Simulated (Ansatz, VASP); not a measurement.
# TaN in two plane-wave programs, part 2 of 2

Wanted: the spread between two codes on one cell, functional and k mesh. The cell is taken from a series of runs on this material, whose earlier steps may have relaxed, scaled, displaced or heated it; both programs get it as it stands.

VASP 6.6.1 and Ansatz 0.2.0.

So far: The starting structure; Ansatz: zone-centre phonons, PBEsol.

**3. VASP: zone-centre phonons, PBEsol**

Level of this step: PBEsol; plane waves and PAW (N, Ta_pv) (VASP).

The same cell, functional, mesh and smearing now go to VASP, with its own data sets.

Lines of VASP's logs that name or quote its potential files are left out, and so is its time.

INCAR

```
SYSTEM = TaN
PREC = Accurate
ENCUT = 600
EDIFF = 1E-08
NELM = 120
ISMEAR = 1
SIGMA = 0.2
LREAL = .FALSE.
ALGO = Normal
GGA = PS
NBANDS = 14
LASPH = .TRUE.
LORBIT = 11
LWAVE = .FALSE.
LCHARG = .FALSE.
ISIF = 2
IBRION = 8
GGA_COMPAT = .FALSE.
KPAR = 2
```

POSCAR

```
TaN
1.0
    2.8817469788      0.0000000000      0.0000000000
   -1.4408734894      2.4956660910      0.0000000000
    0.0000000000      0.0000000000      2.8368597772
N Ta
1 1
Direct
    0.6666666667      0.3333333333      0.0000000000
    0.0000000000      0.0000000000      0.5000000000
```

KPOINTS

```
Automatic mesh
0
Gamma
18 18 16
0 0 0
```

Potentials, in the order of the species: N and Ta_pv (PBE family, release 64).

Command:

```sh
$ mpirun -np 2 vasp_std
```

Numbers of over 12 decimals in the logs are rounded to 6 here.

What it wrote:

```text
[banner, memory and clock lines left out]
running    2 mpi-ranks, on    1 nodes
 distrk:  each k-point on    1 cores,    2 groups
 distr:  one band on    1 cores,    1 groups

 POSCAR found type information on POSCAR N Ta
 POSCAR found :  2 types and       2 ions
|                                                                             |
|               ----> ADVICE to this user running VASP <----                  |
|                                                                             |
|     You enforced a specific xc type in the INCAR file but a different       |
|     [... a line on the potential file left out ...]
|     I HOPE YOU KNOW WHAT YOU ARE DOING!                                     |
|                                                                             |

 LDA part: xc-table for (Slater+PW92), standard interpolation
 POSCAR, INCAR and KPOINTS ok, starting setup
 FFT: planning ... GRIDC
 FFT: planning ... GRID_SOFT
 FFT: planning ... GRID
 WAVECAR not read
 entering main loop
       N       E                     dE             d eps       ncg     rms          rms(c)
DAV:   1     0.103205528383E+03    0.10321E+03   -0.98646E+03  9332   0.135E+03
DAV:   2    -0.225089355239E+02   -0.12571E+03   -0.11920E+03 11244   0.350E+02
DAV:   3    -0.260414212342E+02   -0.35325E+01   -0.35082E+01 10698   0.578E+01
DAV:   4    -0.260593585231E+02   -0.17937E-01   -0.17934E-01 11214   0.433E+00
DAV:   5    -0.260594652827E+02   -0.10676E-03   -0.10676E-03 11004   0.319E-01    0.265E+01
DAV:   6    -0.238682537581E+02    0.21912E+01   -0.37851E+00 11300   0.247E+01    0.114E+01
DAV:   7    -0.237942393587E+02    0.74014E-01   -0.36153E-01 11868   0.611E+00    0.771E+00
DAV:   8    -0.237651028974E+02    0.29136E-01   -0.10869E-01 12744   0.317E+00    0.161E+00
DAV:   9    -0.237603061171E+02    0.47968E-02   -0.99463E-03 10200   0.913E-01    0.185E-01
DAV:  10    -0.237602337842E+02    0.72333E-04   -0.57696E-04 12888   0.296E-01    0.136E-01
DAV:  11    -0.237601981564E+02    0.35628E-04   -0.54193E-05 10170   0.798E-02    0.134E-02
DAV:  12    -0.237601979638E+02    0.19268E-06   -0.41844E-06 12612   0.196E-02    0.191E-03
DAV:  13    -0.237601978947E+02    0.69034E-07   -0.29304E-08 10310   0.185E-03    0.217E-03
DAV:  14    -0.237601978555E+02    0.39252E-07   -0.13616E-08 10508   0.118E-03    0.179E-04
DAV:  15    -0.237601978435E+02    0.11924E-07   -0.10192E-09  6276   0.364E-04    0.111E-04
DAV:  16    -0.237601978453E+02   -0.18010E-08   -0.93564E-11  6960   0.998E-05
   1 F= -.23760198E+02 E0= -.23760414E+02  d E =0.648747E-03
 Linear response reoptimize wavefunctions to high precision
DAV:   1    -0.237601978452E+02    0.11232E-09   -0.11960E-11  6516   0.443E-05
DAV:   2    -0.237601978452E+02   -0.36380E-11   -0.13744E-12  6504   0.102E-05
 Linear response DOF=           4
 Linear response progress:
  Degree of freedom:   1/  4
       N       E                     dE             d eps       ncg     rms          rms(c)
RMM:   1    -0.233137906707E+00   -0.23314E+00    0.11387E-01 95908   0.291E+00
RMM:   2    -0.226880399034E+00    0.62575E-02   -0.30431E-03 69969   0.482E-01    0.191E-01
RMM:   3    -0.227738769959E+00   -0.85837E-03   -0.56784E-04 66730   0.162E-01    0.103E-01
RMM:   4    -0.228984618627E+00   -0.12458E-02   -0.32548E-04 67701   0.120E-01    0.266E-02
RMM:   5    -0.229040129562E+00   -0.55511E-04   -0.10901E-05 76732   0.283E-02    0.246E-03
RMM:   6    -0.229041119639E+00   -0.99008E-06   -0.22360E-06 77412   0.555E-03    0.106E-03
RMM:   7    -0.229034085637E+00    0.70340E-05   -0.33625E-07 81034   0.188E-03    0.687E-04
RMM:   8    -0.229035608016E+00   -0.15224E-05   -0.14396E-07 80516   0.660E-04    0.240E-04
RMM:   9    -0.229033387491E+00    0.22205E-05   -0.86825E-09 74497   0.289E-04    0.176E-05
RMM:  10    -0.229033256695E+00    0.13080E-06    0.64765E-09 85221   0.978E-05    0.144E-05
RMM:  11    -0.229033267592E+00   -0.10896E-07    0.43613E-09 81482   0.354E-05    0.685E-06
RMM:  12    -0.229033259840E+00    0.77516E-08    0.32181E-09 78919   0.168E-05    0.263E-06
 first order change of Fermi-energy   0.25901E-04
 force on displaced ion       1 direction 1 : -15.679   0.001   0.000
 Linear response progress:
  Degree of freedom:   2/  4
       N       E                     dE             d eps       ncg     rms          rms(c)
RMM:   1    -0.238091877764E+00   -0.23809E+00    0.15154E-01 32834   0.301E+00
RMM:   2    -0.232034396497E+00    0.60575E-02   -0.39394E-03 25103   0.528E-01    0.157E-01
RMM:   3    -0.232862787452E+00   -0.82839E-03   -0.90891E-04 23699   0.190E-01    0.795E-02
RMM:   4    -0.234161124709E+00   -0.12983E-02   -0.40296E-04 24457   0.130E-01    0.228E-02
RMM:   5    -0.234296481213E+00   -0.13536E-03   -0.21257E-05 26273   0.373E-02    0.370E-03
RMM:   6    -0.234298115057E+00   -0.16338E-05   -0.99530E-07 26775   0.876E-03    0.114E-03
RMM:   7    -0.234287945830E+00    0.10169E-04   -0.39329E-07 26400   0.283E-03    0.390E-04
RMM:   8    -0.234289838152E+00   -0.18923E-05   -0.57580E-09 28631   0.932E-04    0.137E-04
RMM:   9    -0.234289612716E+00    0.22544E-06   -0.26641E-08 28507   0.300E-04    0.312E-05
RMM:  10    -0.234289370402E+00    0.24231E-06   -0.10832E-08 29424   0.106E-04    0.114E-05
RMM:  11    -0.234289384410E+00   -0.14007E-07   -0.22471E-09 29003   0.419E-05    0.274E-06
RMM:  12    -0.234289404101E+00   -0.19691E-07    0.72560E-09 27734   0.208E-05    0.120E-06
RMM:  13    -0.234289404116E+00   -0.15508E-10    0.18813E-08 21736   0.127E-05    0.194E-07
 first order change of Fermi-energy  -0.14437E-03
 force on displaced ion       1 direction 3 :  -0.000   0.000 -17.691
 Linear response progress:
  Degree of freedom:   3/  4
       N       E                     dE             d eps       ncg     rms          rms(c)
RMM:   1    -0.130893710787E+00   -0.13089E+00    0.11575E+01 42224   0.250E+01
RMM:   2    -0.159800654424E+00   -0.28907E-01   -0.25575E-02 64737   0.149E+00    0.192E-01
RMM:   3    -0.158445108547E+00    0.13555E-02   -0.27198E-03 73925   0.342E-01    0.108E-01
RMM:   4    -0.157514889372E+00    0.93022E-03   -0.36965E-04 81896   0.127E-01    0.393E-02
RMM:   5    -0.157211208507E+00    0.30368E-03   -0.57180E-05 84771   0.335E-02    0.657E-03
RMM:   6    -0.157215402326E+00   -0.41938E-05   -0.41777E-06 80264   0.115E-02    0.190E-03
RMM:   7    -0.157217425956E+00   -0.20236E-05    0.26741E-08 87811   0.364E-03    0.444E-04
RMM:   8    -0.157219361508E+00   -0.19356E-05   -0.63193E-07 89385   0.128E-03    0.212E-04
RMM:   9    -0.157220559006E+00   -0.11975E-05    0.49585E-07 82798   0.565E-04    0.472E-05
RMM:  10    -0.157220851354E+00   -0.29235E-06    0.36007E-07 85059   0.275E-04    0.200E-05
RMM:  11    -0.157220966606E+00   -0.11525E-06    0.18528E-07 92673   0.126E-04    0.541E-06
RMM:  12    -0.157220969345E+00   -0.27389E-08    0.15635E-07 91661   0.668E-05    0.549E-06
RMM:  13    -0.157220998116E+00   -0.28771E-07    0.85611E-08 84322   0.420E-05    0.362E-06
RMM:  14    -0.157221034097E+00   -0.35981E-07    0.66049E-08 79885   0.294E-05    0.289E-06
RMM:  15    -0.157221014187E+00    0.19910E-07    0.39318E-08 71741   0.215E-05    0.239E-06
RMM:  16    -0.157221025845E+00   -0.11658E-07    0.22886E-08 56351   0.158E-05    0.731E-07
RMM:  17    -0.157221029224E+00   -0.33789E-08    0.16268E-08 52384   0.134E-05    0.373E-07
 first order change of Fermi-energy  -0.58074E-04
 force on displaced ion       2 direction 1 : -15.680   0.001   0.000
 Linear response progress:
  Degree of freedom:   4/  4
       N       E                     dE             d eps       ncg     rms          rms(c)
RMM:   1    -0.150296247641E+00   -0.15030E+00    0.10074E+01 14982   0.243E+01
RMM:   2    -0.179043077153E+00   -0.28747E-01   -0.27331E-02 22257   0.151E+00    0.139E-01
RMM:   3    -0.178384476492E+00    0.65860E-03   -0.20250E-03 26244   0.292E-01    0.752E-02
RMM:   4    -0.177853383463E+00    0.53109E-03   -0.20306E-04 27444   0.101E-01    0.205E-02
RMM:   5    -0.177735980667E+00    0.11740E-03   -0.26655E-05 29508   0.275E-02    0.670E-03
RMM:   6    -0.177707138236E+00    0.28842E-04   -0.48904E-06 27250   0.102E-02    0.800E-04
RMM:   7    -0.177708834621E+00   -0.16964E-05   -0.20732E-06 30443   0.305E-03    0.383E-04
RMM:   8    -0.177710823166E+00   -0.19885E-05   -0.13232E-06 30649   0.118E-03    0.955E-05
RMM:   9    -0.177711374826E+00   -0.55166E-06   -0.71209E-07 30146   0.495E-04    0.464E-05
RMM:  10    -0.177711883307E+00   -0.50848E-06   -0.39353E-07 27936   0.300E-04    0.151E-05
RMM:  11    -0.177712116147E+00   -0.23284E-06   -0.22751E-07 31815   0.150E-04    0.522E-06
RMM:  12    -0.177712065902E+00    0.50245E-07   -0.96449E-08 29008   0.862E-05    0.343E-06
RMM:  13    -0.177712066005E+00   -0.10359E-09   -0.57336E-08 29357   0.513E-05    0.493E-06
 first order change of Fermi-energy  -0.85525E-03
 force on displaced ion       2 direction 3 :   0.000   0.000 -17.683
 Linear response finished
```

OUTCAR, selected parts (step 3):

```text
ion  position               nearest neighbor table
   1  0.667  0.333  0.000-   2 2.19   2 2.19   2 2.19   2 2.19   2 2.19   2 2.19
   2  0.000  0.000  0.500-   1 2.19   1 2.19   1 2.19   1 2.19   1 2.19   1 2.19

  LATTYP: Found a hexagonal cell.
 ALAT       =     2.8817469788
 C/A-ratio  =     0.9844236146

 Subroutine GETGRP returns: Found 12 space group operations
 (whereof 12 operations were pure point group operations)

The static configuration has the point symmetry D_3h.

 Found    333 irreducible k-points:

   k-points           NKPTS =    333   k-points in BZ     NKDIM =    333   number of bands    NBANDS=     14

   dimension x,y,z NGX =    24 NGY =   24 NGZ =   24
   dimension x,y,z NGXF=    48 NGYF=   48 NGZF=   48

   ENCUT  =  600.0 eV  44.10 Ry    6.64 a.u.   5.76  5.76  5.67*2*pi/ulx,y,z

   NELECT =      16.0000    total number of electrons

 k-points in reciprocal lattice and weights: Automatic mesh
   0.00000000  0.00000000  0.00000000       0.000
   0.05555556  0.00000000  0.00000000       0.001
   0.11111111  0.00000000  0.00000000       0.001
   0.16666667 -0.00000000  0.00000000       0.001
   0.22222222  0.00000000  0.00000000       0.001
   0.27777778  0.00000000  0.00000000       0.001
   0.33333333  0.00000000  0.00000000       0.001
   0.38888889  0.00000000  0.00000000       0.001
   0.44444444  0.00000000  0.00000000       0.001
[...]
0.33333333  0.27777778  0.50000000       0.002
   0.33333333  0.33333333  0.50000000       0.000

 average (electrostatic) potential at core
       1 -61.2205       2 -34.0382

  Total        2.1749590      2.1749590      2.2116887     -0.0000000     -0.0000000      0.0000000
  in kB      170.7974793    170.7974793    173.6818278     -0.0000000     -0.0000000      0.0000000
  external PRESSURE =     171.7589288 kB  Pullay stress =       0.0000000 kB

  energy-cutoff  :      600.00
  volume of cell :       20.40
      direct lattice vectors                 reciprocal lattice vectors
     2.881746979  0.000000000  0.000000000     0.347011728  0.200347315  0.000000000
    -1.440873489  2.495666091  0.000000000     0.000000000  0.400694630  0.000000000
     0.000000000  0.000000000  2.836859777     0.000000000  0.000000000  0.352502442

 POSITION                                       TOTAL-FORCE (eV/Angst)
 -----------------------------------------------------------------------------------
      1.44087      0.83189      0.00000         0.000000      0.000000      0.000000
      0.00000      0.00000      1.41843        -0.000000      0.000000      0.000000
 -----------------------------------------------------------------------------------
    total drift:                               -0.000000      0.000000      0.000000

 Eigenvectors and eigenvalues of the dynamical matrix
 ----------------------------------------------------

   1 f  =   18.240030 THz   114.605486 2PiTHz  608.421897 cm-1    75.434667 meV
             X         Y         Z           dx          dy          dz
      1.440873  0.831889  0.000000    -0.000000    0.000000    0.963437
      0.000000  0.000000  1.418430    -0.000000    0.000000   -0.267934

   2 f  =   17.172031 THz   107.895050 2PiTHz  572.797284 cm-1    71.017780 meV
             X         Y         Z           dx          dy          dz
      1.440873  0.831889  0.000000     0.000000    0.963419   -0.000000
      0.000000  0.000000  1.418430     0.000000   -0.267998    0.000000

   3 f  =   17.172031 THz   107.895050 2PiTHz  572.797284 cm-1    71.017780 meV
             X         Y         Z           dx          dy          dz
      1.440873  0.831889  0.000000     0.963419   -0.000000    0.000000
      0.000000  0.000000  1.418430    -0.267998   -0.000000    0.000000

   4 f/i=    0.000142 THz     0.000895 2PiTHz    0.004751 cm-1     0.000589 meV
             X         Y         Z           dx          dy          dz
      1.440873  0.831889  0.000000    -0.266575    0.027584    0.000000
      0.000000  0.000000  1.418430    -0.958303    0.099160    0.000000

   5 f/i=    0.000142 THz     0.000895 2PiTHz    0.004751 cm-1     0.000589 meV
             X         Y         Z           dx          dy          dz
      1.440873  0.831889  0.000000    -0.027584   -0.266575   -0.000000
      0.000000  0.000000  1.418430    -0.099160   -0.958303   -0.000000

   6 f/i=    0.001064 THz     0.006685 2PiTHz    0.035488 cm-1     0.004400 meV
             X         Y         Z           dx          dy          dz
      1.440873  0.831889  0.000000     0.000000   -0.000000    0.267934
      0.000000  0.000000  1.418430     0.000000   -0.000000    0.963437

 ELASTIC MODULI CONTR FROM IONIC RELAXATION (kBar)
 Direction    XX          YY          ZZ          XY          YZ          ZX
 --------------------------------------------------------------------------------
 XX         -52.4026     52.4026      0.0000      0.0000      0.0000      0.0000
 YY          52.4026    -52.4026      0.0000     -0.0000     -0.0000      0.0000
 ZZ           0.0000      0.0000      0.0000      0.0000      0.0000      0.0000
 XY           0.0000     -0.0000      0.0000    -52.4026     -0.0000      0.0000
 YZ           0.0000     -0.0000      0.0000     -0.0000     -0.0000      0.0000
 ZX           0.0000      0.0000      0.0000      0.0000      0.0000      0.0000
 --------------------------------------------------------------------------------
```

**4. Differences**

Known differences besides the potentials themselves: the data sets hold 18 valence electrons in Ansatz (on its PAW soft_1 files) and 16 in VASP; the cutoff is 420 eV in Ansatz and 600 eV in VASP; Ansatz makes its cores anew for this functional, VASP keeps those of its PBE data sets. Total energies have different zeros and are not compared.

The two programs side by side:

| quantity | Ansatz | VASP | difference |
| --- | --- | --- | --- |
| optical mode 1 to 2 (cm⁻¹) | 569.5 | 572.8 | -0.58 % |
| optical mode 3 (cm⁻¹) | 605.3 | 608.4 | -0.51 % |

Modes are paired by rising frequency, not by their patterns, so a pair may set unlike modes beside each other; they are those without the splitting of longitudinal modes.

**5. Summary of results**

```json
{
 "r.m.s. difference of the optical zone-centre modes, each program's sorted by frequency (zone-centre phonons, PBEsol)": "3.2 cm⁻¹",
 "difference in optical mode 1 to 2 (zone-centre phonons, PBEsol)": "-0.6 %"
}
```

The r.m.s. difference of the optical zone-centre modes, each program's sorted by frequency is 3.2 cm⁻¹ (zone-centre phonons, PBEsol). The data sets hold unlike numbers of valence electrons (18 in Ansatz and 16 in VASP), so part of the differences comes from the potentials. Among the rows given in per cent, the largest difference of the zone-centre phonons, PBEsol pair is in optical mode 1 to 2, -0.6 %. How closely two codes agree says nothing of how well the functional describes the real material.

[Lines on the potential files, build, host, timing and source positions are cut from VASP's logs without a mark.]

[Logs are printed without paths, hosts, clocks, repeated set-up lines and the standing remarks that a program may print on its own settings, such as how far it seeks lower states.]

[Hosts, paths, dates, database ids (printed as entryN), source tags and the programs' standing remarks are cut or masked in the printed files.]
